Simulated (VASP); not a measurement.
Calculation: PBE GGA, VASP's PBE PAW potentials (set 64) (plane waves; VASP 6.6.1).

The input files of a VASP run:

File POSCAR:
```
KBr
1
    0.0000000000     3.3526307467     3.3526307467
    3.3526307467     0.0000000000     3.3526307467
    3.3526307467     3.3526307467     0.0000000000
K Br
1 1
Direct
  0.0000000000   0.0000000000   0.0000000000
  0.5000000000   0.5000000000   0.5000000000
```

KPOINTS:
```
k-points along high-symmetry lines
15
Line-mode
Reciprocal
  0.000000   0.000000   0.000000 ! GAMMA
  0.500000   0.000000   0.500000 ! X

  0.500000   0.000000   0.500000 ! X
  0.625000   0.250000   0.625000 ! U

  0.375000   0.375000   0.750000 ! K
  0.000000   0.000000   0.000000 ! GAMMA

  0.000000   0.000000   0.000000 ! GAMMA
  0.500000   0.500000   0.500000 ! L

  0.500000   0.500000   0.500000 ! L
  0.500000   0.250000   0.750000 ! W

  0.500000   0.250000   0.750000 ! W
  0.500000   0.000000   0.500000 ! X
```

**INCAR**
```
! general
SYSTEM  = KBr
PREC    = Accurate
ENCUT   = 520
LREAL   = .FALSE.
LASPH   = .TRUE.
ICHARG  = 11

! electronic loop
EDIFF   = 1E-6
NELM    = 100
ALGO    = Normal
LMAXMIX = 4

! smearing
ISMEAR  = 0
SIGMA   = 0.05

! functional
GGA     = PE

! output
LWAVE   = .FALSE.
LCHARG  = .FALSE.
```

POTCAR, in this order: K_sv Br (PBE.64 set). Program: vasp_std. Read from the step before: CHGCAR.

What VASP printed:

### OSZICAR
```
       N       E                     dE             d eps       ncg     rms          rms(c)
DAV:   1     0.102012323542E+03    0.10201E+03   -0.70066E+03  2160   0.116E+03
DAV:   2     0.124499043510E+01   -0.10077E+03   -0.93785E+02  2564   0.265E+02
DAV:   3    -0.556589831116E+01   -0.68109E+01   -0.67692E+01  2776   0.636E+01
DAV:   4    -0.587564556073E+01   -0.30975E+00   -0.30939E+00  3896   0.117E+01
DAV:   5    -0.587759426369E+01   -0.19487E-02   -0.19487E-02  2776   0.908E-01
DAV:   6    -0.587763634988E+01   -0.42086E-04   -0.42086E-04  3112   0.969E-02
DAV:   7    -0.587763695202E+01   -0.60214E-06   -0.60217E-06  3072   0.134E-02
   1 F= -.58776370E+01 E0= -.58776370E+01  d E =-.207619E-11
```

**OUTCAR**
```
 val. band max:       -1.9219874833   @ k =   0.0000   0.0000   0.0000

 cond. band min:       2.3879404634   @ k =   0.0000   0.0000   0.0000



 k-point     1 :       0.0000    0.0000    0.0000
  band No.  band energies     occupation
      1     -29.8076      2.00000
      2     -14.1589      2.00000
      3     -13.2812      2.00000
      4     -13.2812      2.00000
      5     -13.2812      2.00000
      6      -1.9220      2.00000
      7      -1.9220      2.00000
      8      -1.9220      2.00000
      9       2.3879      0.00000
     10       5.6677      0.00000
     11       5.6677      0.00000
     12       5.6678      0.00000

 k-point     2 :       0.0357    0.0000    0.0357
  band No.  band energies     occupation
      1     -29.8076      2.00000
      2     -14.1624      2.00000
      3     -13.2816      2.00000
      4     -13.2816      2.00000
      5     -13.2762      2.00000
      6      -1.9487      2.00000
      7      -1.9263      2.00000
      8      -1.9263      2.00000
      9       2.4314      0.00000
     10       5.6305      0.00000
     11       5.6985      0.00000
     12       5.6985      0.00000

 k-point     3 :       0.0714    0.0000    0.0714
  band No.  band energies     occupation
      1     -29.8074      2.00000
      2     -14.1716      2.00000
      3     -13.2826      2.00000
      4     -13.2826      2.00000
      5     -13.2626      2.00000
      6      -2.0230      2.00000
      7      -1.9387      2.00000
      8      -1.9387      2.00000
      9       2.5554      0.00000
     10       5.5265      0.00000
     11       5.7902      0.00000
     12       5.7902      0.00000

 k-point     4 :       0.1071    0.0000    0.1071
  band No.  band energies     occupation
      1     -29.8070      2.00000
      2     -14.1842      2.00000
      3     -13.2844      2.00000
      4     -13.2844      2.00000
      5     -13.2437      2.00000
      6      -2.1303      2.00000
      7      -1.9583      2.00000
...
```

The density is held fixed in this step, so its total energy and stress have no physical meaning.

The compound is KBr in the rock salt structure. It was relaxed first.
